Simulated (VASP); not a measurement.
Data:

```
CELL_PARAMETERS angstrom
      4.44427    -3.39927     0.00000
      4.44427     3.39927     0.00000
     -3.75125     0.00000     4.44635
ATOMIC_POSITIONS crystal
  Tl 0.49999 0.83217 0.16644
  Tl 0.50001 0.16783 0.83356
  Tl 0.16783 0.50001 0.33356
  Tl 0.83217 0.49999 0.66644
  Pd 0.00080 0.99920 0.25000
  Pd 0.99920 0.00080 0.75000
```

All values below come from LDA (Ceperley-Alder, Perdew-Zunger), VASP's LDA PAW potentials (set 64) (plane waves; VASP 6.6.1). Settings: 300 eV cut-off, 3×3×4 Γ-centred mesh, Gaussian smearing of 0.14 eV, potentials Tl_d Pd.

At this cut-off the stress carries a Pulay error, which pulls relaxed volumes low.

Q: Give the force on each atom (eV/Å).

A: 
```
atom      Fx      Fy      Fz
----  ------  ------  ------
Tl1    0.100   0.085   0.017
Tl2   -0.100  -0.085  -0.017
Tl3   -0.100   0.085  -0.017
Tl4    0.100  -0.085   0.017
Pd5    0.000   0.006   0.000
Pd6    0.000  -0.006   0.000
```

Q: Give the stress tensor in GPa (positive for a compressed cell).

A: 
```
-6.61   0.00   1.24
 0.00  -4.85   0.00
 1.24   0.00  -5.63
```
The pressure is its mean diagonal, -5.70 GPa.

The structure comes from a computed database's Tl2Pd entry; how it stands against other phases isn't given here. The cell was not relaxed at this level. The k-mesh is coarse (spacing up to 0.44 per Å, 2π included), so the numbers may not be converged in it.
